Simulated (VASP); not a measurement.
An input for Ansatz (written as the equivalent of a VASP run, and not itself run):

Ansatz 0.2 input:
```yaml
crystal:
  lattice:
    - [4.1294319, 0.0000000, 0.0000000]
    - [0.0000000, 4.1294319, 0.0000000]
    - [0.0000000, 0.0000000, 4.1294319]
  atoms:
    - { symbol: K, position: [0.0000000, 0.0000000, 0.0000000] }
    - { symbol: Zn, position: [0.5000000, 0.5000000, 0.5000000] }
    - { symbol: F, position: [0.5000000, 0.0000000, 0.5000000] }
    - { symbol: F, position: [0.0000000, 0.5000000, 0.5000000] }
    - { symbol: F, position: [0.5000000, 0.5000000, 0.0000000] }
kpoints:
  mp_grid: { grid: [6, 6, 6] }
hamiltonian:
  xc: r2scan
  pseudopotentials: { kind: paw }
scf:
  occupations: { method: gaussian, width: 0.05 }
  max_iter: 100
output: { forces: true, stress: true, eigenvalues: true }
```

Question: Translate this input to VASP (INCAR, KPOINTS, POSCAR, choice of POTCAR).

Answer: One answer among several that fit: 
File KPOINTS:
```
Automatic mesh
0
Gamma
6 6 6
0 0 0
```

**POSCAR**
```
KZnF3
4.1294320
  0.9999999832   0.0000000000   0.0000000000
  0.0000000000   0.9999999832   0.0000000000
  0.0000000000   0.0000000000   0.9999999832
K Zn F
1 1 3
Direct
  0.0000000000   0.0000000000   0.0000000000
  0.5000000000   0.5000000000   0.5000000000
  0.5000000000   0.0000000000   0.5000000000
  0.0000000000   0.5000000000   0.5000000000
  0.5000000000   0.5000000000   0.0000000000
```

**INCAR**
```
LWAVE=.FALSE.
SYSTEM=KZnF3
LCHARG=.FALSE.
LMAXMIX=4   # l cut-off of mixed one-centre charges
LREAL=.FALSE.
EDIFF=1E-7
METAGGA=R2SCAN
LMIXTAU=.TRUE.
ISMEAR=0
PREC=Accurate
LASPH=.TRUE.   # aspherical one-centre terms
NELM=100   # most electronic steps
SIGMA=0.05
ENCUT=520   # plane-wave cut-off (eV)
ALGO=Normal
ISIF=2   # forces and stress, cell fixed
```

POTCAR, in this order: K_sv Zn F (PBE.64 set). Program: vasp_std.

Limits of the translation: each code has its own PAW files, so the cut-off isn't converted (ENCUT is set for VASP's; basis.ecutwfc is left out, and Ansatz then takes the one that its files recommend); Ansatz stops its SCF on the density residual and VASP on the energy change (EDIFF).

The compound is KZnF3 in the cubic perovskite structure. This cell is one point of a volume scan, at 1.06 of the reference volume.
